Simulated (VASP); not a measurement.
Input:

```xyz
2
Lattice="0.0000 3.4499 3.4499 3.4499 0.0000 3.4499 3.4499 3.4499 0.0000" Properties=species:S:1:pos:R:3 pbc="T T T"
Sb     5.1748     5.1748     5.1748
Sb     3.4499     3.4499     3.4499
```

Method: PBEsol GGA, VASP's PBE PAW potentials (set 64) (plane waves; VASP). Numerical set-up: 400 eV cut-off, 10×10×10 Γ-centred mesh, tetrahedra with Blöchl corrections, potentials Sb.

Unless said otherwise, spin-orbit coupling is left out, though it shifts the bands of the heavy elements here.

Question: Predict the energy per atom (σ→0), band gap (on the k-mesh) with the smallest direct gap where there is one.

Answer: 
```json
{
  "band gap (on the k-mesh)": "none (metal, semimetal or under 0.01 eV)",
  "energy per atom (σ→0)": "-4.164 eV/atom"
}
```

Total energies compare only between runs with the same potentials, cut-off and functional.

The structure was generated: Sb was put into the diamond type (Fd-3m), which need not be its known phase. It was relaxed first, which changed the volume by +24 %.
